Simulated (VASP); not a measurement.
Input:

```xyz
2
Lattice="0.0000 2.4050 2.4050 2.4050 0.0000 2.4050 2.4050 2.4050 0.0000" Properties=species:S:1:pos:R:3 pbc="T T T"
Ca     0.0000     0.0000     0.0000
O      2.4050     2.4050     2.4050
```

Method: PBE GGA, VASP's PBE PAW potentials (set 64) (plane waves; VASP). Numerical set-up: 520 eV cut-off, 11×11×11 Γ-centred mesh, Gaussian smearing of 0.050 eV, potentials Ca_sv O.

**Question.** Estimate the energy per atom (σ→0), pressure.

**Answer.** 
The energy per atom (σ→0) comes out as -6.401 eV/atom and the pressure comes out as 1.98 GPa.

The compound is CaO in the rock salt structure. The cell was not relaxed at this level. The run is one of a series of settings (KPOINTS 11×11×11 Γ-centred mesh against the base run), some of them coarse on purpose.
